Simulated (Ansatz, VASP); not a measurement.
## TiSi2P4 (TiSi2P4 monolayer): VASP beside Ansatz

Wanted: the spread between two codes on one cell, functional and k mesh. The cell is taken from a series of runs on this material, whose earlier steps may have relaxed, scaled, displaced or heated it; both programs get it as it stands.

Calculated with Ansatz 0.2.0; plane waves, with VASP 6.6.1 beside it; single point at PBE with D3(BJ).

### Step 1. The starting structure

The cell holds 7 atoms: 4 P, 2 Si and 1 Ti. Cell: a = 3.504 Å, b = 3.504 Å, c = 27.337 Å, α = 90.0°, β = 90.0°, γ = 120.0°. Vacuum lies along c.

### Step 2. VASP: single point, PBE with D3(BJ)

With cell and atoms fixed, the geometry can't cause a difference; cores, projectors, grids and the points listed under the comparison can.

Lines of VASP's logs that name or quote its potential files are left out, and so is its time.

INCAR reads:

```
SYSTEM = TiSi2P4
PREC = Accurate
ENCUT = 400
EDIFF = 1E-06
NELM = 120
ISMEAR = -1
SIGMA = 0.02585
LREAL = .FALSE.
ALGO = Normal
GGA = PE
IVDW = 12
NBANDS = 27
LASPH = .TRUE.
LORBIT = 11
LWAVE = .FALSE.
LCHARG = .FALSE.
ISIF = 2
LDIPOL = .TRUE.
IDIPOL = 3
DIPOL = 0.5 0.5 0.5
LVHAR = .TRUE.
GGA_COMPAT = .FALSE.
NELMDL = -8
KPAR = 2
```

POSCAR reads:

```
TiSi2P4
1.0
    3.5042429268      0.0000000000      0.0000000000
   -1.7521214634      3.0347633956      0.0000000000
    0.0000000000      0.0000000000     27.3372591249
P Si Ti
4 2 1
Direct
    0.0000000000      0.0000000000      0.3292210078
    0.3333333333      0.6666666667      0.4479523886
    0.3333333333      0.6666666667      0.5520476114
    0.0000000000      0.0000000000      0.6707789922
    0.3333333333      0.6666666667      0.3661918849
    0.3333333333      0.6666666667      0.6338081151
    0.0000000000      0.0000000000      0.5000000000
```

KPOINTS reads:

```
Automatic mesh
0
Gamma
18 18 1
0 0 0
```

PAW data sets: P, Si and Ti_sv (PBE family, release 64).

Command:

```sh
mpirun -np 2 vasp_std
```

Numbers of over 12 decimals in the logs are rounded to 6 here.

The log of the run:

```text
[banner, memory and clock lines left out]
running    2 mpi-ranks, on    1 nodes
 distrk:  each k-point on    1 cores,    2 groups
 distr:  one band on    1 cores,    1 groups

 POSCAR found type information on POSCAR P SiTi
 POSCAR found :  3 types and       7 ions
 LDA part: xc-table for (Slater+PW92), standard interpolation
 POSCAR, INCAR and KPOINTS ok, starting setup
 FFT: planning ... GRIDC
 FFT: planning ... GRID_SOFT
 FFT: planning ... GRID
 WAVECAR not read
 entering main loop
       N       E                     dE             d eps       ncg     rms          rms(c)
DAV:   1     0.237192096164E+03    0.23719E+03   -0.15392E+04  2286   0.996E+02
DAV:   2    -0.161368236932E+02   -0.25333E+03   -0.24747E+03  2490   0.255E+02
DAV:   3    -0.432801109482E+02   -0.27143E+02   -0.26791E+02  3009   0.783E+01
DAV:   4    -0.457678429179E+02   -0.24877E+01   -0.24781E+01  3204   0.198E+01
DAV:   5    -0.459619963927E+02   -0.19415E+00   -0.19414E+00  2892   0.389E+00
DAV:   6    -0.459640125825E+02   -0.20162E-02   -0.20161E-02  3028   0.595E-01
DAV:   7    -0.459640875152E+02   -0.74933E-04   -0.74932E-04  3044   0.887E-02
DAV:   8    -0.459640882481E+02   -0.73290E-06   -0.73284E-06  2844   0.108E-02    0.158E+01
DAV:   9    -0.437587079499E+02    0.22054E+01   -0.26887E+01  2743   0.339E+01    0.117E+01
DAV:  10    -0.434044286221E+02    0.35428E+00   -0.29876E+01  2961   0.379E+01    0.763E+00
DAV:  11    -0.426608148255E+02    0.74361E+00   -0.25334E+00  2704   0.112E+01    0.227E+00
DAV:  12    -0.426196821375E+02    0.41133E-01   -0.65442E-01  3100   0.453E+00    0.926E-01
DAV:  13    -0.426204927730E+02   -0.81064E-03   -0.25850E-02  2502   0.933E-01    0.649E-01
DAV:  14    -0.426194874084E+02    0.10054E-02   -0.10707E-02  2750   0.618E-01    0.178E-01
[...]
DAV:  20    -0.426195717845E+02   -0.90606E-04   -0.19222E-05  1960   0.138E-02    0.717E-03
DAV:  21    -0.426195887998E+02   -0.17015E-04   -0.17080E-06  1876   0.868E-03    0.479E-03
DAV:  22    -0.426196054096E+02   -0.16610E-04   -0.95437E-07  1763   0.575E-03    0.240E-03
DAV:  23    -0.426196256539E+02   -0.20244E-04   -0.15486E-06  1834   0.480E-03    0.819E-04
DAV:  24    -0.426196335988E+02   -0.79450E-05   -0.28306E-07  1518   0.202E-03    0.879E-04
DAV:  25    -0.426196357155E+02   -0.21167E-05   -0.67033E-08  1323   0.124E-03    0.695E-04
DAV:  26    -0.426196378093E+02   -0.20937E-05   -0.20425E-07  1444   0.221E-03    0.400E-04
DAV:  27    -0.426196385032E+02   -0.69396E-06   -0.23089E-08  1192   0.745E-04
   1 F= -.44999919E+02 E0= -.44998875E+02  d E =-.208650E-02
```

Parts of OUTCAR (step 2):

```text
ion  position               nearest neighbor table
   1  0.000  0.000  0.329-   5 2.26   5 2.26   5 2.26
   2  0.333  0.667  0.448-   5 2.24   7 2.47   7 2.47   7 2.47   3 2.85
   3  0.333  0.667  0.552-   6 2.24   7 2.47   7 2.47   7 2.47   2 2.85
   4  0.000  0.000  0.671-   6 2.26   6 2.26   6 2.26
   5  0.333  0.667  0.366-   2 2.24   1 2.26   1 2.26   1 2.26
   6  0.333  0.667  0.634-   3 2.24   4 2.26   4 2.26   4 2.26
   7  0.000  0.000  0.500-   2 2.47   3 2.47   2 2.47   3 2.47   2 2.47   3 2.47

  LATTYP: Found a hexagonal cell.
 ALAT       =     3.5042429268
 C/A-ratio  =     7.8011883582

 Subroutine GETGRP returns: Found 12 space group operations
 (whereof 12 operations were pure point group operations)

The static configuration has the point symmetry D_3h.

 Found     37 irreducible k-points:

   k-points           NKPTS =     37   k-points in BZ     NKDIM =     37   number of bands    NBANDS=     27

   dimension x,y,z NGX =    24 NGY =   24 NGZ =  180
   dimension x,y,z NGXF=    48 NGYF=   48 NGZF=  360

   ENCUT  =  400.0 eV  29.40 Ry    5.42 a.u.   5.71  5.71 44.58*2*pi/ulx,y,z

   NELECT =      40.0000    total number of electrons

 k-points in reciprocal lattice and weights: Automatic mesh
   0.00000000  0.00000000  0.00000000       0.003
   0.05555556  0.00000000  0.00000000       0.019
   0.11111111  0.00000000  0.00000000       0.019
   0.16666667  0.00000000  0.00000000       0.019
   0.22222222  0.00000000  0.00000000       0.019
   0.27777778  0.00000000  0.00000000       0.019
   0.33333333  0.00000000  0.00000000       0.019
   0.38888889  0.00000000  0.00000000       0.019
   0.44444444  0.00000000  0.00000000       0.019
[...]
0.33333333  0.27777778  0.00000000       0.037
   0.33333333  0.33333333  0.00000000       0.006

 dipolmoment           0.000000      0.000000      0.000000 electrons x Angstroem

 average (electrostatic) potential at core
       1 -88.4087       2 -87.9897       3 -87.9897       4 -88.4087       5 -89.9335
       6 -89.9335       7 -81.0267

 E-fermi :  -0.3230

 k-point     1 :       0.0000    0.0000    0.0000
  band No.  band energies     occupation
    ...
     16      -1.1315      2.00000
     17      -1.1315      2.00000
     18      -1.1179      2.00000
     19      -0.3068      0.69533
     20      -0.3068      0.69532
     21       0.4804      0.00000
     22       2.4917      0.00000
     23       2.4917      0.00000
     24       2.6852      0.00000
     25       2.6852      0.00000
    ...

 k-point     2 :       0.0556    0.0000    0.0000
  band No.  band energies     occupation
    ...
     16      -1.3545      2.00000
     17      -1.1934      2.00000
     18      -1.1140      2.00000
     19      -0.3722      1.74057
     20      -0.3584      1.59401
     21       0.4971      0.00000
     22       2.4047      0.00000
     23       2.5741      0.00000
     24       2.5742      0.00000
     25       2.7251      0.00000
    ...

 k-point     3 :       0.1111    0.0000    0.0000
  band No.  band energies     occupation
    ...
     16      -1.5830      2.00000
     17      -1.2908      2.00000
     18      -1.1612      2.00000
     19      -0.5715      1.99987
     20      -0.4988      1.99778
     21       0.4827      0.00000
     22       2.2081      0.00000
     23       2.3090      0.00000
     24       2.7554      0.00000
     25       2.7730      0.00000
    ...

 Edisp (eV)   -2.38028

  Total      -0.09215    -0.09215    -0.24889     0.00000     0.00000     0.00000
  in kB      -0.50786    -0.50786    -1.37163     0.00000     0.00000     0.00000
  external pressure =       -0.80 kB  Pullay stress =        0.00 kB

  energy-cutoff  :      400.00
  volume of cell :      290.72
      direct lattice vectors                 reciprocal lattice vectors
     3.504242927  0.000000000  0.000000000     0.285368344  0.164757490  0.000000000
    -1.752121463  3.034763396  0.000000000     0.000000000  0.329514980  0.000000000
     0.000000000  0.000000000 27.337259125     0.000000000  0.000000000  0.036580112

 POSITION                                       TOTAL-FORCE (eV/Angst)
 -----------------------------------------------------------------------------------
      0.00000      0.00000      9.00000         0.000000     -0.000000      0.028452
     -0.00000      2.02318     12.24579        -0.000000      0.000000     -0.023895
     -0.00000      2.02318     15.09147        -0.000000      0.000000      0.023895
      0.00000      0.00000     18.33726        -0.000000     -0.000000     -0.028452
     -0.00000      2.02318     10.01068        -0.000000     -0.000000     -0.007898
     -0.00000      2.02318     17.32658        -0.000000      0.000000      0.007898
      0.00000      0.00000     13.66863         0.000000     -0.000000     -0.000000
 -----------------------------------------------------------------------------------
    total drift:                                0.000000     -0.000000     -0.000000

  FREE ENERGIE OF THE ION-ELECTRON SYSTEM (eV)
  ---------------------------------------------------
  free  energy   TOTEN  =       -44.9999185165 eV

  energy  without entropy=      -44.9978320124  energy(sigma->0) =      -44.99887526

 vacuum level on the upper side and lower side of the slab         5.212         5.212

 total charge
# of ion       s       p       d       tot
------------------------------------------
    1        1.063   1.475   0.000   2.538
    2        1.036   1.531   0.000   2.567
    3        1.036   1.531   0.000   2.567
    4        1.063   1.475   0.000   2.538
    5        0.740   0.890   0.000   1.630
    6        0.740   0.890   0.000   1.630
    7        2.186   6.173   1.927  10.285
--------------------------------------------------
tot          7.865  13.964   1.927  23.757

[... 3 further parts left out ...]
```

### Step 3. Ansatz: single point, PBE with D3(BJ)

Ansatz runs on its default PAW (the set named soft_2) files.

The same cell, functional, mesh and smearing now go to Ansatz, which takes its cutoff from its data sets.

input.yaml reads:

```yaml
crystal:
  lattice:
    - [3.5042429268, 0.0, 0.0]
    - [-1.7521214634, 3.0347633956, 0.0]
    - [0.0, 0.0, 27.3372591249]
  atoms:
    - { symbol: P, position: [0.0, 0.0, 0.3292210078] }
    - { symbol: Si, position: [0.3333333333, 0.6666666667, 0.3661918849] }
    - { symbol: P, position: [0.3333333333, 0.6666666667, 0.4479523886] }
    - { symbol: Ti, position: [0.0, 0.0, 0.5] }
    - { symbol: P, position: [0.3333333333, 0.6666666667, 0.5520476114] }
    - { symbol: Si, position: [0.3333333333, 0.6666666667, 0.6338081151] }
    - { symbol: P, position: [0.0, 0.0, 0.6707789922] }
kpoints:
  mp_grid: { grid: [18, 18, 1] }
  band_path:
    path: [[0, 0, 0], [0.5, 0, 0], [0.33333333, 0.33333333, 0], [0, 0, 0]]
    npoints: 16
hamiltonian:
  xc: pbe
  dispersion: d3bj
scf:
  occupations: { method: fermi_dirac, width: 0.02585 }
  convergence: { dr2_threshold: 1.0e-10 }
efield:
  axis: 3
  dipole_correction: true
  ramp_position: 0.97
  ramp_width: 0.06
  amplitude: 0
output:
  dos: { projected: true, e_range: [-6, 5] }
  write_potential: true
  write_density: true
  volumetric_format: npy
  elf: true
```

Command:

```sh
ansatz run input.yaml --threads 2 --pin off --max-ram 3072MiB --backend cpu --events-out ev --progress --plain --runs-dir out
```

The log of the run:

```text
Engine: ansatz 0.2.0, aarch64-unknown-linux-gnu
Pseudopotentials: kind: paw
Pseudopotential: P, paw, valence charge 5, recommended cutoff 420 eV (normal), P.paw.azcp
Pseudopotential: Si, paw, valence charge 4, recommended cutoff 420 eV (normal), Si.paw.azcp
Pseudopotential: Ti, paw, valence charge 12, recommended cutoff 420 eV (normal), Ti.paw.azcp
Functional definition: PBE
  parameter kappa = 0.804
  parameter beta = 0.066725
  exchange = pbe_x(kappa = kappa, mu = beta*pi^2/3)
  correlation = pbe_c(beta = beta)
Crystal: 7 atoms, lattice volume = 290.719 Å³
Basis set: ecut = 420 eV, 5641 PW (Γ)
Bands: 27, of which v1, the nominal top of the filled ones, is band 20 counted from 1 (19 counted from 0)
Symmetry: 6 space group operations
k-points: 37 of 324 (time reversal used)
Non-local potential: P, projectors of the file, l = 0: 2, l = 1: 2, l = 2: 2
Non-local potential: Si, projectors of the file, l = 0: 2, l = 1: 2, l = 2: 2
Non-local potential: Ti, projectors of the file, l = 0: 3, l = 1: 2, l = 2: 3, l = 3: 1
PAW form: soft (Blöchl's): semilocal exchange-correlation on the pseudo side does not see the compensation charge
PAW one-centre angular grid: P, 110 points (default); XC on 64 Gauss nodes
PAW one-centre angular grid: Si, 110 points (default); XC on 64 Gauss nodes
PAW one-centre angular grid: Ti, 590 points (default); XC on 64 Gauss nodes
Initial density: superposition of atomic densities (neutral atoms: chi_scale 0, normalization atom), corrected by the library's trained network
Initial wavefunctions: pseudopotential atomic-orbital guess
Functional: x = pbe(κ = 0.804, μ = 0.219515), c = pbe(β = 0.066725)
SCF iter   1: F=—  HF=-6798.836060 eV  |F-HF|=—  |Δ(HF+E_count)|=         —  Δρ=4.62e-3  dr2=3.84e-2  ethr=1.77e-3  p=0.000 e·Å  D=2.93e-14 V/Å  ΔV_dip=-0.00 eV  dr2_dipole=3.69e-7  V_vac-E_F(+/−)=5.23/5.23 eV  ⟨swp⟩=9.9  Hψ=6712  notcnv=0  defer=10
efield: sawtooth ramp at fractional position 0.9700 (set: `efield.ramp_position`, or a place that a band, a saddle search or an elastic batch's reference lends), width 0.0600; the density the first Hamiltonian is built on has a dipole p = 0.000 e·Å; the dipole correction subtracts the counter field D = 2.93e-14 V/Å, which shifts the + side's vacuum level by -0.00 eV against the − side's; the planar-averaged density in the ramp window peaks in size at 5.2e-6 e/Å³
preconditioner: auto → LDOS  [metal: Δε(μ)=0.035 eV  Ē_g=7.477 eV  σ=0.026 eV  W_gap=0.33  n_scr=16 (ndim 8)  ℏωp=12.3 eV  f_vac=0.522  D(μ)=1.05/eV (n_scr^D=6)  β→1.0]
SCF iter   2: F=—  HF=-6798.842233 eV  |F-HF|=—  |Δ(HF+E_count)|=   6.17e-3  Δρ=1.50e-3  dr2=3.84e-2  ethr=9.61e-5  p=0.000 e·Å  D=1.16e-4 V/Å  ΔV_dip=-0.00 eV  dr2_dipole=3.12e-6  V_vac-E_F(+/−)=5.77/5.77 eV  ⟨swp⟩=4.3  Hψ=2602  notcnv=0  defer=59
SCF iter   3: F=—  HF=-6798.844334 eV  |F-HF|=—  |Δ(HF+E_count)|=   2.10e-3  Δρ=1.58e-3  dr2=5.51e-2  ethr=9.59e-5  p=-0.000 e·Å  D=-1.08e-4 V/Å  ΔV_dip=0.00 eV  dr2_dipole=1.80e-6  V_vac-E_F(+/−)=5.35/5.35 eV  ⟨swp⟩=3.8  Hψ=1820  notcnv=0  defer=59
SCF iter   4: F=—  HF=-6798.836096 eV  |F-HF|=—  |Δ(HF+E_count)|=   8.24e-3  Δρ=4.28e-4  dr2=2.56e-3  ethr=9.59e-5  p=-0.000 e·Å  D=-4.14e-5 V/Å  ΔV_dip=0.00 eV  dr2_dipole=3.88e-7  V_vac-E_F(+/−)=5.50/5.50 eV  ⟨swp⟩=3.0  Hψ=1626  notcnv=0  defer=59
SCF iter   5: F=—  HF=-6798.835686 eV  |F-HF|=—  |Δ(HF+E_count)|=   4.10e-4  Δρ=8.48e-5  dr2=1.66e-4  ethr=6.39e-6  p=0.000 e·Å  D=9.16e-6 V/Å  ΔV_dip=-0.00 eV  dr2_dipole=3.14e-8  V_vac-E_F(+/−)=5.53/5.53 eV  ⟨swp⟩=2.0  Hψ=1373  notcnv=0  defer=59
SCF iter   6: F=—  HF=-6798.835675 eV  |F-HF|=—  |Δ(HF+E_count)|=   1.09e-5  Δρ=3.87e-5  dr2=8.11e-6  ethr=4.14e-7  p=-0.000 e·Å  D=-6.60e-6 V/Å  ΔV_dip=0.00 eV  dr2_dipole=6.73e-9  V_vac-E_F(+/−)=5.54/5.54 eV  ⟨swp⟩=2.0  Hψ=1487  notcnv=0  defer=59
SCF iter   7: F=—  HF=-6798.835674 eV  |F-HF|=—  |Δ(HF+E_count)|=   1.28e-6  Δρ=1.27e-5  dr2=3.92e-7  ethr=2.03e-8  p=0.000 e·Å  D=6.35e-6 V/Å  ΔV_dip=-0.00 eV  dr2_dipole=5.73e-9  V_vac-E_F(+/−)=5.54/5.55 eV  ⟨swp⟩=2.1  Hψ=1417  notcnv=0  defer=59
SCF iter   8: F=—  HF=-6798.835751 eV  |F-HF|=—  |Δ(HF+E_count)|=   7.69e-5  Δρ=2.53e-6  dr2=7.93e-8  ethr=9.81e-10  p=-0.000 e·Å  D=-1.34e-5 V/Å  ΔV_dip=0.00 eV  dr2_dipole=1.94e-8  V_vac-E_F(+/−)=5.55/5.55 eV  ⟨swp⟩=2.3  Hψ=1761  notcnv=0  defer=59
SCF iter   9: F=—  HF=-6798.835751 eV  |F-HF|=—  |Δ(HF+E_count)|=   7.33e-9  Δρ=1.16e-6  dr2=2.02e-8  ethr=1.98e-10  p=0.000 e·Å  D=9.95e-6 V/Å  ΔV_dip=-0.00 eV  dr2_dipole=8.64e-9  V_vac-E_F(+/−)=5.55/5.55 eV  ⟨swp⟩=2.0  Hψ=1379  notcnv=0  defer=59
SCF iter  10: F=—  HF=-6798.835751 eV  |F-HF|=—  |Δ(HF+E_count)|=  7.15e-10  Δρ=5.18e-7  dr2=1.47e-9  ethr=5.04e-11  p=-0.000 e·Å  D=-1.93e-6 V/Å  ΔV_dip=0.00 eV  dr2_dipole=1.93e-10  V_vac-E_F(+/−)=5.55/5.55 eV  ⟨swp⟩=2.1  Hψ=1354  notcnv=0  defer=59
SCF iter  11: F=—  HF=-6798.835751 eV  |F-HF|=—  |Δ(HF+E_count)|=   1.40e-9  Δρ=2.04e-7  dr2=1.49e-10  ethr=3.68e-12  p=0.000 e·Å  D=1.98e-7 V/Å  ΔV_dip=-0.00 eV  dr2_dipole=1.56e-13  V_vac-E_F(+/−)=5.55/5.55 eV  ⟨swp⟩=2.6  Hψ=1557  notcnv=0  defer=59
SCF iter  12: F=-6798.835751 eV  HF=-6798.835751 eV  |F-HF|=1.49e-10  |Δ(HF+E_count)|=  6.69e-10  Δρ=9.29e-8  dr2=3.71e-11  ethr=1.00e-12  p=-0.000 e·Å  D=-4.56e-9 V/Å  ΔV_dip=0.00 eV  dr2_dipole=2.05e-12  V_vac-E_F(+/−)=5.55/5.55 eV  ⟨swp⟩=10.1  Hψ=3484  notcnv=0
SCF 1 converged in 12 iterations: F = -6798.835751 eV  dr2 = 3.71e-11
  greatest PAW one-centre occupation: 0.999 electrons in one spin orbital (limit 2), on the Ti atom at site 3 (counted from 0), in its partial waves of l = 0
NSCF: frozen V_eff on 49 k-points
efield: sawtooth ramp at fractional position 0.9700 (kept from the solve that this one continues, or follows in the run), width 0.0600; the density the first Hamiltonian is built on has a dipole p = -0.000 e·Å; the dipole correction subtracts the counter field D = -4.56e-9 V/Å, which shifts the + side's vacuum level by +0.00 eV against the − side's; the planar-averaged density in the ramp window peaks in size at 1.8e-6 e/Å³
WARN: The output density's exchange-correlation potential varies sharply where the density is thin. Do not read a vacuum level from v_tot or v_xc, or from such a field of the output density. On a cell that repeats whose density bears no net charge and no dipole along the vacuum's axis use v_es (v_loc + v_h of the components); under efield.dipole_correction with no amplitude use v_es + v_field, which holds any externa [...]
SCF converged after 12 iterations
Free energy (F): -6798.835751 eV
Harris-Foulkes:  -6798.835751 eV  (|F-HF|=1.49e-10)
Internal energy: -6798.833684 eV  (E = F + TS)
E sigma→0 (E₀):  -6798.834717 eV
Entropy (-TS):   -0.002067 eV (-0.295 meV/atom)
Fermi energy:    0.300795 eV
Dipole field:    D = -0.000002 V/Å  (p = -0.000003 e·Å, saw-weighted, corrected)
Work function:   Φ+ = 5.5452 eV   Φ− = 5.5452 eV
Levels:          The Fermi level and band energies are counted from a zero that moves with the ramp; work functions are not
--- Per-component energies (eV) ---
  E_band       = -458.960526
  E_kinetic    = 638.634714
  E_local      = -25774.925271  (includes V_loc(G=0)·N_el)
  E_nonlocal   = 194.916870
  E_hartree    = 12574.506876
  E_xc         = -455.795391
  E_vxc        = -461.011152  (∫ρ·V_xc dr)
  E_paw        = -4350.445263  (= ΣΔE_a)
  E_vpaw       = -205.589258  (= ΣTr[D̂ρ^β])
  E_aug_tail   = 0.000142  (compensation charges beyond the density's cutoff)
  E_efield     = 0.000000  (sawtooth field / dipole correction)
  E_vefield    = 0.000000  (∫n·V_field dr)
  E_ewald      = 10376.654183
  E_disp       = -2.380544  (pairwise vdW)
  E_smearing   = -0.002067  (= −TS)
  E_closure    = 0.000000  (closes the sum)
  Σ components = -6798.835751   (vs F -6798.835751, Δ=0.00e0)
--- Band table (eV; the first three rows and the last of 37) ---
  k-point 0: bands = [... 16 lower, -0.5191, -0.4934, 0.3163, 0.3163, 1.1024, 3.1126, 3.1126, 3.3040, ... 3 higher]
  k-point 1: bands = [... 16 lower, -0.5799, -0.4887, 0.2510, 0.2646, 1.1201, 3.0251, 3.1922, 3.1956, ... 3 higher]
  k-point 2: bands = [... 16 lower, -0.6729, -0.5352, 0.0518, 0.1241, 1.1069, 2.8270, 2.9261, 3.3792, ... 3 higher]
  k-point 36: bands = [... 16 lower, -2.2036, -2.2022, -0.9544, -0.3003, 1.3591, 2.1208, 2.3034, 2.4195, ... 3 higher]
```

### Step 4. Comparison

Known differences besides the potentials themselves: the cutoff is 420 eV in Ansatz and 400 eV in VASP. Total energies have different zeros and are not compared.

Compared:

```
                                   quantity  Ansatz  VASP  difference
 work function, lower of the two faces (eV)    5.55  5.54       +0.01
work function, higher of the two faces (eV)    5.55  5.54       +0.01
```

With vacuum in the cell, a pressure given here is an average over mostly empty space and none of the material.

### Step 5. Outcome

```json
{"difference in work function, higher of the two faces (single point, PBE with D3(BJ))": "0.010 eV"}
```

What this shows: The difference in work function, higher of the two faces is 0.010 eV (single point, PBE with D3(BJ)). How closely two codes agree says nothing of how well the functional describes the real material.

[Lines on the potential files, build, host, timing and source positions are cut from VASP's logs without a mark.]

[Logs are printed without paths, hosts, clocks, repeated set-up lines and the standing remarks that a program may print on its own settings, such as how far it seeks lower states.]

[Hosts, paths, dates, database ids (printed as entryN), source tags and the programs' standing remarks are cut or masked in the printed files.]
